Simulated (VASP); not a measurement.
Output of a VASP run:

File OUTCAR:
```
 ion  position               nearest neighbor table
   1  0.000  0.000  0.000-   2 2.50   2 2.50   2 2.50   2 2.50   2 2.50   2 2.50
   2  0.500  0.500  0.500-   1 2.50   1 2.50   1 2.50   1 2.50   1 2.50   1 2.50
  LATTYP: Found a face centered cubic cell.
 ALAT       =     5.0000222976
 Subroutine PRICEL returns:
 Original cell was already a primitive cell.
 Subroutine GETGRP returns: Found 48 space group operations
The static configuration has the point symmetry O_h .
The dynamic configuration has the point symmetry O_h .
 Subroutine INISYM returns: Found 48 space group operations
 Subroutine IBZKPT returns following result:
 Found     35 irreducible k-points:

 Following reciprocal coordinates:
            Coordinates               Weight
  0.000000  0.000000  0.000000      1.000000
  0.111111  0.000000  0.000000      8.000000
  0.222222  0.000000  0.000000      8.000000
  0.333333  0.000000  0.000000      8.000000
  0.444444  0.000000  0.000000      8.000000
  0.111111  0.111111  0.000000      6.000000
  0.222222  0.111111  0.000000     24.000000
  0.333333  0.111111  0.000000     24.000000
  0.444444  0.111111  0.000000     24.000000
 -0.444444  0.111111  0.000000     24.000000
 -0.333333  0.111111  0.000000     24.000000
 -0.222222  0.111111  0.000000     24.000000
 -0.111111  0.111111  0.000000     12.000000
  0.222222  0.222222  0.000000      6.000000
  0.333333  0.222222  0.000000     24.000000
  0.444444  0.222222  0.000000     24.000000
 -0.444444  0.222222  0.000000     24.000000
 -0.333333  0.222222  0.000000     24.000000
 -0.222222  0.222222  0.000000     12.000000
  0.333333  0.333333  0.000000      6.000000
  0.444444  0.333333  0.000000     24.000000
 -0.444444  0.333333  0.000000     24.000000
 -0.333333  0.333333  0.000000     12.000000
  0.444444  0.444444  0.000000      6.000000
 -0.444444  0.444444  0.000000     12.000000
  0.333333  0.222222  0.111111     24.000000
  0.444444  0.222222  0.111111     48.000000
 -0.444444  0.222222  0.111111     48.000000
  0.444444  0.333333  0.111111     24.000000
 -0.444444  0.333333  0.111111     48.000000
 -0.333333  0.333333  0.111111     48.000000
 -0.222222  0.333333  0.111111     24.000000
 -0.444444  0.444444  0.111111     24.000000
 -0.333333  0.444444  0.111111     24.000000
 -0.333333  0.444444  0.222222     24.000000
   k-points           NKPTS =     35   k-points in BZ     NKDIM =     35   number of bands    NBANDS=     11
   number of dos      NEDOS =    301   number of ions     NIONS =      2
   total plane-waves  NPLWV =  21952
   dimension x,y,z NGX =    28 NGY =   28 NGZ =   28
   dimension x,y,z NGXF=    56 NGYF=   56 NGZF=   56
   ions per type =               1   1
   PREC   = accura    normal or accurate (medium, high low for compatibility)
   ISTART =      0    job   : 0-new  1-cont  2-samecut
   ICHARG =      2    charge: 1-file 2-atom 10-const
   ISPIN  =      1    spin polarized calculation?
   LNONCOLLINEAR =      F non collinear calculations
   LSORBIT =      F    spin-orbit coupling
   INIWAV =      1    electr: 0-lowe 1-rand  2-diag
   ENCUT  =  500.0 eV  36.75 Ry    6.06 a.u.   6.45  6.45  6.45*2*pi/ulx,y,z
   NELM   =    100;   NELMIN=  2; NELMDL= -5     # of ELM steps
   EDIFF  = 0.1E-05   stopping-criterion for ELM
   LREAL  =      F    real-space projection
   NLSPLINE    = F    spline interpolate recip. space projectors
   LMAXMIX     =    2 max onsite mixed and CHGCAR
   VOSKOWN=      0    Vosko Wilk Nusair interpolation
   EDIFFG = -.2E-01   stopping-criterion for IOM
   NSW    =     40    number of steps for IOM
   NBLOCK =      1;   KBLOCK =     40    inner block; outer block
   IBRION =      2    ionic relax: 0-MD 1-quasi-New 2-CG
   NFREE  =      1    steps in history (QN), initial steepest desc. (CG)
   ISIF   =      3    stress and relaxation
   ISYM   =      2    0-nonsym 1-usesym 2-fastsym
   TEIN   =    0.0    initial temperature
   TEBEG  =    0.0;   TEEND  =   0.0 temperature during run
...
```

OSZICAR:
```
       N       E                     dE             d eps       ncg     rms          rms(c)
DAV:   1     0.100327870357E+03    0.10033E+03   -0.75502E+03   784   0.137E+03
DAV:   2     0.628070530095E+00   -0.99700E+02   -0.92370E+02   887   0.311E+02
DAV:   3    -0.644667731470E+01   -0.70747E+01   -0.70267E+01   908   0.822E+01
DAV:   4    -0.658234581165E+01   -0.13567E+00   -0.13547E+00   934   0.115E+01
DAV:   5    -0.658463664432E+01   -0.22908E-02   -0.22907E-02   961   0.152E+00    0.245E+00
DAV:   6    -0.643736898379E+01    0.14727E+00   -0.24737E-01   990   0.540E+00    0.179E+00
DAV:   7    -0.641987308662E+01    0.17496E-01   -0.75268E-02  1073   0.269E+00    0.108E+00
DAV:   8    -0.642081188644E+01   -0.93880E-03   -0.43785E-03   875   0.910E-01    0.180E-01
DAV:   9    -0.642077342538E+01    0.38461E-04   -0.11509E-04   929   0.157E-01    0.578E-02
DAV:  10    -0.642079528361E+01   -0.21858E-04   -0.44856E-05   887   0.121E-01    0.581E-03
DAV:  11    -0.642079452060E+01    0.76301E-06   -0.10253E-05   999   0.562E-02    0.578E-03
DAV:  12    -0.642079457915E+01   -0.58550E-07   -0.97538E-07   469   0.123E-02
   1 F= -.25198009E+01 E0= -.25198009E+01  d E =-.251980E+01
```

File OUTCAR:
```
------------------------ aborting loop because EDIFF is reached ----------------------------------------
  FORCE on cell =-STRESS in cart. coord.  units (eV):
  Direction    XX          YY          ZZ          XY          YZ          ZX
  --------------------------------------------------------------------------------------
  Total        3.8930196      3.8930196      3.8930196      0.0000000      0.0000000     -0.0000000
  in kB      199.5911798    199.5911798    199.5911798      0.0000000      0.0000000     -0.0000000
  external PRESSURE =      -0.4088202 kB  Pullay stress =     200.0000000 kB
  volume of cell :       31.25
      direct lattice vectors                 reciprocal lattice vectors
     0.000000000  2.500011149  2.500011149    -0.199999108  0.199999108  0.199999108
     2.500011149  0.000000000  2.500011149     0.199999108 -0.199999108  0.199999108
     2.500011149  2.500011149  0.000000000     0.199999108  0.199999108 -0.199999108
  FREE ENERGIE OF THE ION-ELECTRON SYSTEM (eV)
  ---------------------------------------------------
  free  energy   TOTEN  =        -6.4207945791 eV

  energy  without entropy=       -6.4207945791  energy(sigma->0) =       -6.42079458
  enthalpy is  TOTEN    =        -2.5198009130 eV   P V=        3.9009936661

 reached required accuracy - stopping structural energy minimisation
```
(Selected blocks of OUTCAR.)

**POSCAR**
```
NaCl
1
    0.0000000000     2.5000111488     2.5000111488
    2.5000111488    -0.0000000000     2.5000111488
    2.5000111488     2.5000111488    -0.0000000000
Na Cl
1 1
Direct
  0.0000000000   0.0000000000   0.0000000000
  0.5000000000   0.5000000000   0.5000000000
```

Reconstruct the remaining input files.

Several could match; the one computed here: the input of the run itself, PBEsol GGA, plane waves, VASP's PBE PAW potentials (set 64).

File KPOINTS:
```
Automatic mesh
0
Gamma
9 9 9
0 0 0
```

### INCAR
```
SYSTEM = NaCl
PREC = Accurate; ENCUT = 500; LREAL = .False.
LASPH = .True.
EDIFF = 1E-6; NELM = 100; ALGO = Normal
ISMEAR = 0; SIGMA = 0.05
GGA = PS
IBRION = 2; NSW = 40; ISIF = 3
EDIFFG = -0.02; PSTRESS = 200
LWAVE = .False.; LCHARG = .False.
```

POTCAR, in this order: Na_pv Cl (PBE.64 set). Program: vasp_std.

The compound is NaCl in the rock salt structure. It was relaxed first under an external pressure of 20 GPa.
